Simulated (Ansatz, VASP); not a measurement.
# SbP: VASP beside Ansatz, part 2 of 2

Aim: how closely do two programs agree when they are given the same cell, functional and k mesh? The cell is generated by rule, not measured, and may not be a known phase. The cell is taken from a series of runs on this material, whose earlier steps may have relaxed, scaled, displaced or heated it; both programs get it as it stands.

VASP 6.6.1 and Ansatz 0.2.0.

So far: Starting point; Ansatz: zone-centre phonons, PBEsol.

### 3. VASP: zone-centre phonons, PBEsol

Level of this step: PBEsol; plane waves and PAW (Sb, P); invented cell (VASP).

The same cell, functional, mesh and smearing now go to VASP, with its own data sets.

Lines of VASP's logs that name or quote its potential files are left out, and so is its time.

INCAR reads:

```
SYSTEM = SbP
PREC = Accurate
ENCUT = 500
EDIFF = 1E-08
NELM = 120
ISMEAR = 1
SIGMA = 0.15
LREAL = .FALSE.
ALGO = Normal
GGA = PS
NBANDS = 16
LORBIT = 11
LWAVE = .FALSE.
LCHARG = .FALSE.
ISIF = 2
IBRION = 8
LASPH = .TRUE.
GGA_COMPAT = .FALSE.
KPAR = 2
```

POSCAR reads:

```
SbP
1.0
    4.8950187481      0.0000000000      0.0000000000
    0.0000000000      4.8950187481      0.0000000000
    0.0000000000      0.0000000000      3.5876468889
Sb P
2 2
Direct
    0.5000000000      0.5000000000      0.0000000000
    0.0000000000      0.0000000000      0.0000000000
    0.0000000000      0.5000000000      0.3457691158
    0.5000000000      0.0000000000      0.6542308842
```

KPOINTS reads:

```
Automatic mesh
0
Gamma
8 8 10
0 0 0
```

The projector-augmented-wave data sets are Sb and P (PBE family, release 64).

The run is started by

```sh
$ mpirun -np 2 vasp_std
```

Numbers of over 12 decimals in the logs are rounded to 6 here.

Output:

```text
[banner, memory and clock lines left out]
running    2 mpi-ranks, on    1 nodes
 distrk:  each k-point on    1 cores,    2 groups
 distr:  one band on    1 cores,    1 groups

 POSCAR found type information on POSCAR SbP
 POSCAR found :  2 types and       4 ions
|                                                                             |
|               ----> ADVICE to this user running VASP <----                  |
|                                                                             |
|     You enforced a specific xc type in the INCAR file but a different       |
|     [... a line on the potential file left out ...]
|     I HOPE YOU KNOW WHAT YOU ARE DOING!                                     |
|                                                                             |

 LDA part: xc-table for (Slater+PW92), standard interpolation
 POSCAR, INCAR and KPOINTS ok, starting setup
 FFT: planning ... GRIDC
 FFT: planning ... GRID_SOFT
 FFT: planning ... GRID
 WAVECAR not read
 entering main loop
       N       E                     dE             d eps       ncg     rms          rms(c)
DAV:   1     0.774340400351E+02    0.77434E+02   -0.73136E+03  2880   0.987E+02
DAV:   2    -0.148480272259E+02   -0.92282E+02   -0.89286E+02  3920   0.166E+02
DAV:   3    -0.195038758265E+02   -0.46558E+01   -0.46035E+01  3808   0.413E+01
DAV:   4    -0.195491916231E+02   -0.45316E-01   -0.45285E-01  3208   0.480E+00
DAV:   5    -0.195498305113E+02   -0.63889E-03   -0.63886E-03  3648   0.575E-01    0.579E+00
DAV:   6    -0.192892419536E+02    0.26059E+00   -0.59476E-01  3120   0.360E+00    0.351E+00
DAV:   7    -0.192809711690E+02    0.82708E-02   -0.11299E-01  3392   0.167E+00    0.128E+00
DAV:   8    -0.192764486440E+02    0.45225E-02   -0.80161E-03  3016   0.481E-01    0.349E-01
DAV:   9    -0.192760649770E+02    0.38367E-03   -0.10918E-03  3480   0.217E-01    0.779E-02
DAV:  10    -0.192760735558E+02   -0.85789E-05   -0.98416E-05  3136   0.528E-02    0.369E-02
DAV:  11    -0.192760718194E+02    0.17365E-05   -0.21918E-05  3104   0.246E-02    0.874E-03
DAV:  12    -0.192760710147E+02    0.80468E-06   -0.35827E-06  3152   0.112E-02    0.488E-03
DAV:  13    -0.192760710892E+02   -0.74575E-07   -0.26325E-07  3496   0.287E-03    0.154E-03
DAV:  14    -0.192760711283E+02   -0.39073E-07   -0.19429E-08  2072   0.848E-04    0.398E-04
DAV:  15    -0.192760711370E+02   -0.86533E-08   -0.10987E-08  1616   0.514E-04
   1 F= -.19276071E+02 E0= -.19275276E+02  d E =-.238593E-02
 Linear response reoptimize wavefunctions to high precision
DAV:   1    -0.192760711410E+02   -0.39935E-08   -0.10789E-09  1720   0.228E-04
DAV:   2    -0.192760711410E+02   -0.90949E-11   -0.14724E-10  1576   0.833E-05
 Linear response DOF=           4
 Linear response progress:
  Degree of freedom:   1/  4
       N       E                     dE             d eps       ncg     rms          rms(c)
RMM:   1    -0.298127086413E-01   -0.29813E-01    0.23027E-02 13358   0.127E+00
RMM:   2    -0.282691901791E-01    0.15435E-02   -0.30445E-03 10672   0.298E-01    0.686E-02
RMM:   3    -0.281213859362E-01    0.14780E-03   -0.33212E-05 10660   0.464E-02    0.380E-02
RMM:   4    -0.280024257560E-01    0.11896E-03   -0.31654E-05 10667   0.243E-02    0.586E-03
RMM:   5    -0.279908935390E-01    0.11532E-04    0.80722E-06 10747   0.547E-03    0.187E-03
RMM:   6    -0.279931607444E-01   -0.22672E-05   -0.45300E-06 10927   0.111E-03    0.588E-04
RMM:   7    -0.279943329629E-01   -0.11722E-05   -0.22219E-06 10652   0.549E-04    0.854E-05
RMM:   8    -0.279939774259E-01    0.35554E-06   -0.17388E-07 11220   0.132E-04    0.418E-05
RMM:   9    -0.279939678990E-01    0.95268E-08    0.51260E-09 11102   0.401E-05    0.151E-05
 first order change of Fermi-energy   0.11246E-04
 force on displaced ion       1 direction 1 :  -3.954   0.000   0.004
 Linear response progress:
  Degree of freedom:   2/  4
       N       E                     dE             d eps       ncg     rms          rms(c)
RMM:   1    -0.227566791773E-01   -0.22757E-01   -0.12886E-02  8687   0.117E+00
RMM:   2    -0.207708219727E-01    0.19859E-02   -0.20126E-03  7532   0.268E-01    0.468E-02
RMM:   3    -0.206645233064E-01    0.10630E-03   -0.61796E-05  7517   0.432E-02    0.265E-02
RMM:   4    -0.205927201707E-01    0.71803E-04   -0.18405E-06  7629   0.101E-02    0.146E-02
RMM:   5    -0.205244858499E-01    0.68234E-04   -0.75319E-07  7531   0.803E-03    0.136E-03
RMM:   6    -0.205245722778E-01   -0.86428E-07   -0.27660E-07  7753   0.156E-03    0.348E-04
RMM:   7    -0.205249408682E-01   -0.36859E-06   -0.81665E-08  7709   0.340E-04    0.142E-04
RMM:   8    -0.205249260348E-01    0.14833E-07    0.35618E-09  7919   0.104E-04    0.235E-05
RMM:   9    -0.205248957837E-01    0.30251E-07   -0.78898E-09  8052   0.254E-05    0.127E-05
RMM:  10    -0.205248840138E-01    0.11770E-07   -0.28849E-10  8035   0.841E-06    0.210E-06
RMM:  11    -0.205248842121E-01   -0.19828E-09   -0.23186E-09  6929   0.258E-06    0.959E-07
 first order change of Fermi-energy  -0.27788E-04
 force on displaced ion       1 direction 3 :   0.000   0.000  -1.428
 Linear response progress:
  Degree of freedom:   3/  4
       N       E                     dE             d eps       ncg     rms          rms(c)
RMM:   1    -0.560444574831E-01   -0.56044E-01    0.13011E-02 16080   0.139E+00
RMM:   2    -0.515554550980E-01    0.44890E-02   -0.28887E-03 10386   0.318E-01    0.730E-02
RMM:   3    -0.517260741293E-01   -0.17062E-03    0.79916E-06 10577   0.592E-02    0.366E-02
RMM:   4    -0.518751787800E-01   -0.14910E-03   -0.41050E-05 10428   0.236E-02    0.920E-03
RMM:   5    -0.518784829108E-01   -0.33041E-05    0.18732E-06 10794   0.774E-03    0.258E-03
RMM:   6    -0.518740854787E-01    0.43974E-05   -0.77216E-07 10871   0.127E-03    0.155E-03
RMM:   7    -0.518724582082E-01    0.16273E-05   -0.64904E-07 10936   0.574E-04    0.295E-04
RMM:   8    -0.518727485629E-01   -0.29035E-06   -0.14178E-07 11226   0.132E-04    0.833E-05
RMM:   9    -0.518726386312E-01    0.10993E-06   -0.52290E-08 11497   0.327E-05    0.949E-06
RMM:  10    -0.518726202621E-01    0.18369E-07   -0.10142E-08 11328   0.885E-06    0.390E-06
RMM:  11    -0.518726269239E-01   -0.66618E-08    0.26823E-10 10638   0.324E-06    0.152E-06
 first order change of Fermi-energy  -0.10205E-04
 force on displaced ion       3 direction 1 :  -2.061   0.000  -0.003
 Linear response progress:
  Degree of freedom:   4/  4
       N       E                     dE             d eps       ncg     rms          rms(c)
RMM:   1    -0.480382638335E-01   -0.48038E-01   -0.81286E-03  6443   0.129E+00
RMM:   2    -0.440682672618E-01    0.39700E-02   -0.28983E-03  4428   0.291E-01    0.695E-02
RMM:   3    -0.440604514792E-01    0.78158E-05   -0.11929E-04  4489   0.550E-02    0.381E-02
RMM:   4    -0.440909581901E-01   -0.30507E-04   -0.43260E-05  4547   0.179E-02    0.169E-02
RMM:   5    -0.441296318743E-01   -0.38674E-04   -0.21103E-05  4481   0.972E-03    0.378E-03
RMM:   6    -0.441358064301E-01   -0.61746E-05    0.38749E-06  4612   0.218E-03    0.132E-03
RMM:   7    -0.441371874888E-01   -0.13811E-05    0.31139E-06  4556   0.774E-04    0.353E-04
RMM:   8    -0.441377526136E-01   -0.56512E-06   -0.25058E-07  4746   0.174E-04    0.114E-04
RMM:   9    -0.441376393654E-01    0.11325E-06   -0.62964E-08  4821   0.428E-05    0.197E-05
RMM:  10    -0.441375748843E-01    0.64481E-07    0.67183E-08  4829   0.152E-05    0.430E-06
RMM:  11    -0.441375740575E-01    0.82671E-09    0.85186E-09  4703   0.443E-06    0.107E-06
 first order change of Fermi-energy   0.59070E-01
 force on displaced ion       3 direction 3 :   0.000   0.000  -2.846
 Linear response finished
```

From OUTCAR (step 3):

```text
ion  position               nearest neighbor table
   1  0.500  0.500  0.000-   3 2.74   4 2.74   4 2.74   3 2.74   2 3.46   2 3.46   2 3.46   2 3.46

  LATTYP: Found a simple tetragonal cell.
 ALAT       =     4.8950187481
 C/A-ratio  =     0.7329179056

 Subroutine GETGRP returns: Found 16 space group operations
 (whereof  8 operations were pure point group operations)

The static configuration has the point symmetry D_2d.
 The point group associated with its full space group is D_4h.

 Found     90 irreducible k-points:

   k-points           NKPTS =     90   k-points in BZ     NKDIM =     90   number of bands    NBANDS=     16

   dimension x,y,z NGX =    36 NGY =   36 NGZ =   28
   dimension x,y,z NGXF=    72 NGYF=   72 NGZF=   56

   ENCUT  =  500.0 eV  36.75 Ry    6.06 a.u.   8.92  8.92  6.54*2*pi/ulx,y,z

   NELECT =      20.0000    total number of electrons

 k-points in reciprocal lattice and weights: Automatic mesh
   0.00000000  0.00000000  0.00000000       0.002
   0.12500000  0.00000000  0.00000000       0.006
   0.25000000  0.00000000  0.00000000       0.006
   0.37500000  0.00000000  0.00000000       0.006
   0.50000000  0.00000000  0.00000000       0.003
   0.12500000  0.12500000  0.00000000       0.006
   0.25000000  0.12500000  0.00000000       0.013
   0.37500000  0.12500000  0.00000000       0.013
   0.50000000  0.12500000  0.00000000       0.006
[...]
0.50000000  0.37500000  0.50000000       0.006
   0.50000000  0.50000000  0.50000000       0.002

 average (electrostatic) potential at core
       1 -84.6846       2 -84.6846       3 -80.5671       4 -80.5671

  Total        0.0318708      0.0318708      0.0043895      0.0000000      0.0000000      0.0000000
  in kB        0.5939978      0.5939978      0.0818108      0.0000000      0.0000000      0.0000000
  external PRESSURE =       0.4232688 kB  Pullay stress =       0.0000000 kB

  energy-cutoff  :      500.00
  volume of cell :       85.96
      direct lattice vectors                 reciprocal lattice vectors
     4.895018748  0.000000000  0.000000000     0.204289309  0.000000000  0.000000000
     0.000000000  4.895018748  0.000000000     0.000000000  0.204289309  0.000000000
     0.000000000  0.000000000  3.587646889     0.000000000  0.000000000  0.278734232

 POSITION                                       TOTAL-FORCE (eV/Angst)
 -----------------------------------------------------------------------------------
      2.44751      2.44751      0.00000         0.000000      0.000000      0.000000
      0.00000      0.00000      0.00000         0.000000     -0.000000      0.000000
      0.00000      2.44751      1.24050         0.000000     -0.000000      0.010217
      2.44751      0.00000      2.34715        -0.000000     -0.000000     -0.010217
 -----------------------------------------------------------------------------------
    total drift:                               -0.000000     -0.000000      0.000000

 Eigenvectors and eigenvalues of the dynamical matrix
 ----------------------------------------------------

   1 f  =    5.048325 THz    31.719561 2PiTHz  168.393992 cm-1    20.878185 meV
             X         Y         Z           dx          dy          dz
      2.447509  2.447509  0.000000     0.000000    0.000000   -0.319454
      0.000000  0.000000  0.000000     0.000000    0.000000   -0.319454
      0.000000  2.447509  1.240497    -0.000000   -0.000000    0.630832
      2.447509  0.000000  2.347149    -0.000000   -0.000000    0.630832

   2 f  =    4.962301 THz    31.179056 2PiTHz  165.524541 cm-1    20.522418 meV
             X         Y         Z           dx          dy          dz
      2.447509  2.447509  0.000000     0.000000    0.000000    0.000000
      0.000000  0.000000  0.000000     0.000000    0.000000    0.000000
      0.000000  2.447509  1.240497    -0.000000   -0.000000    0.707107
      2.447509  0.000000  2.347149    -0.000000   -0.000000   -0.707107

   3 f  =    4.667151 THz    29.324575 2PiTHz  155.679401 cm-1    19.301777 meV
             X         Y         Z           dx          dy          dz
      2.447509  2.447509  0.000000     0.278643   -0.154946    0.000000
      0.000000  0.000000  0.000000     0.278643   -0.154946    0.000000
      0.000000  2.447509  1.240497    -0.551603    0.306732   -0.000000
      2.447509  0.000000  2.347149    -0.551603    0.306732    0.000000

   4 f  =    4.667151 THz    29.324575 2PiTHz  155.679401 cm-1    19.301777 meV
             X         Y         Z           dx          dy          dz
      2.447509  2.447509  0.000000     0.154946    0.278643    0.000000
      0.000000  0.000000  0.000000     0.154946    0.278643   -0.000000
      0.000000  2.447509  1.240497    -0.306732   -0.551603   -0.000000
      2.447509  0.000000  2.347149    -0.306732   -0.551603    0.000000

   5 f  =    4.273953 THz    26.854041 2PiTHz  142.563741 cm-1    17.675643 meV
             X         Y         Z           dx          dy          dz
      2.447509  2.447509  0.000000    -0.369854    0.139683    0.000000
      0.000000  0.000000  0.000000     0.369854   -0.139683    0.000000
      0.000000  2.447509  1.240497     0.548446    0.207132   -0.000000
      2.447509  0.000000  2.347149    -0.548446   -0.207132    0.000000

   6 f  =    4.273953 THz    26.854041 2PiTHz  142.563741 cm-1    17.675643 meV
             X         Y         Z           dx          dy          dz
      2.447509  2.447509  0.000000     0.139683    0.369854    0.000000
      0.000000  0.000000  0.000000    -0.139683   -0.369854   -0.000000
      0.000000  2.447509  1.240497    -0.207132    0.548446    0.000000
      2.447509  0.000000  2.347149     0.207132   -0.548446   -0.000000

   7 f  =    2.888681 THz    18.150116 2PiTHz   96.356017 cm-1    11.946618 meV
             X         Y         Z           dx          dy          dz
      2.447509  2.447509  0.000000    -0.559408    0.175384    0.000000
      0.000000  0.000000  0.000000     0.559408   -0.175384   -0.000000
      0.000000  2.447509  1.240497    -0.377246   -0.118273    0.000000
      2.447509  0.000000  2.347149     0.377246    0.118273   -0.000000

   8 f  =    2.888681 THz    18.150116 2PiTHz   96.356017 cm-1    11.946618 meV
             X         Y         Z           dx          dy          dz
      2.447509  2.447509  0.000000    -0.175384   -0.559408   -0.000000
      0.000000  0.000000  0.000000     0.175384    0.559408    0.000000
      0.000000  2.447509  1.240497    -0.118273    0.377246   -0.000000
      2.447509  0.000000  2.347149     0.118273   -0.377246   -0.000000

   9 f  =    0.728244 THz     4.575695 2PiTHz   24.291621 cm-1     3.011776 meV
             X         Y         Z           dx          dy          dz
      2.447509  2.447509  0.000000     0.000000    0.000000    0.707107
      0.000000  0.000000  0.000000     0.000000    0.000000   -0.707107
      0.000000  2.447509  1.240497     0.000000    0.000000   -0.000000
      2.447509  0.000000  2.347149     0.000000    0.000000   -0.000000

  10 f/i=    0.002840 THz     0.017844 2PiTHz    0.094732 cm-1     0.011745 meV
             X         Y         Z           dx          dy          dz
      2.447509  2.447509  0.000000    -0.344097    0.529101    0.000000
      0.000000  0.000000  0.000000    -0.344097    0.529101    0.000000
      0.000000  2.447509  1.240497    -0.173821    0.267276    0.000000
      2.447509  0.000000  2.347149    -0.173821    0.267276    0.000000

  11 f/i=    0.002840 THz     0.017844 2PiTHz    0.094732 cm-1     0.011745 meV
             X         Y         Z           dx          dy          dz
      2.447509  2.447509  0.000000     0.529101    0.344097    0.000000
      0.000000  0.000000  0.000000     0.529101    0.344097    0.000000
      0.000000  2.447509  1.240497     0.267276    0.173821    0.000000
      2.447509  0.000000  2.347149     0.267276    0.173821    0.000000

  12 f/i=    0.008099 THz     0.050888 2PiTHz    0.270158 cm-1     0.033495 meV
             X         Y         Z           dx          dy          dz
      2.447509  2.447509  0.000000     0.000000   -0.000000    0.630832
      0.000000  0.000000  0.000000     0.000000   -0.000000    0.630832
      0.000000  2.447509  1.240497     0.000000   -0.000000    0.319454
      2.447509  0.000000  2.347149     0.000000   -0.000000    0.319454

 ELASTIC MODULI CONTR FROM IONIC RELAXATION (kBar)
 Direction    XX          YY          ZZ          XY          YZ          ZX
 --------------------------------------------------------------------------------
 XX      -11440.3064  10865.6958   -247.5440      0.0000     -0.0000      0.0000
 YY       10865.6958 -11440.3064   -247.5440      0.0000      0.0000     -0.0000
 ZZ        -247.5440   -247.5440   -213.2855      0.0000      0.0000     -0.0000
 XY           0.0000      0.0000      0.0000      0.0000      0.0000      0.0000
 YZ          -0.0000      0.0000      0.0000      0.0000    -34.4567     -0.0000
 ZX           0.0000     -0.0000     -0.0000      0.0000     -0.0000    -24.2947
 --------------------------------------------------------------------------------
```

### 4. Side by side

Known differences besides the potentials themselves: the data sets hold 40 valence electrons in Ansatz (on its default PAW (the set named soft_2) files) and 20 in VASP; the cutoff is 420 eV in Ansatz and 500 eV in VASP; Ansatz makes its cores anew for this functional, VASP keeps those of its PBE data sets. Total energies have different zeros and are not compared.

Compared:

```
                  quantity  Ansatz   VASP  difference
     optical mode 1 (cm⁻¹)    20.1   24.3        -4.2
optical mode 2 to 3 (cm⁻¹)    95.8   96.4     -0.53 %
optical mode 4 to 5 (cm⁻¹)   135.1  142.6     -5.22 %
optical mode 6 to 7 (cm⁻¹)   152.1  155.7     -2.32 %
     optical mode 8 (cm⁻¹)   164.0  165.5     -0.95 %
     optical mode 9 (cm⁻¹)   165.8  168.4     -1.55 %
```

Modes are paired by rising frequency, not by their patterns, so a pair may set unlike modes beside each other; they are those without the splitting of longitudinal modes.

### 5. What came out

* r.m.s. difference of the optical zone-centre modes, each program's sorted by frequency (zone-centre phonons, PBEsol): 4.3 cm⁻¹
* difference in optical mode 4 to 5 (zone-centre phonons, PBEsol): -5.2 %

In words: The r.m.s. difference of the optical zone-centre modes, each program's sorted by frequency is 4.3 cm⁻¹ (zone-centre phonons, PBEsol). The data sets hold unlike numbers of valence electrons (40 in Ansatz and 20 in VASP), so part of the differences comes from the potentials. Among the rows given in per cent, the largest difference of the zone-centre phonons, PBEsol pair is in optical mode 4 to 5, -5.2 %. Such differences can come from data sets, numerical settings and the points named under the comparisons, not from the functional's error against experiment.

[Lines on the potential files, build, host, timing and source positions are cut from VASP's logs without a mark.]

[Logs are printed without paths, hosts, clocks, repeated set-up lines and the standing remarks that a program may print on its own settings, such as how far it seeks lower states.]

[Hosts, paths, dates, database ids (printed as entryN), source tags and the programs' standing remarks are cut or masked in the printed files.]
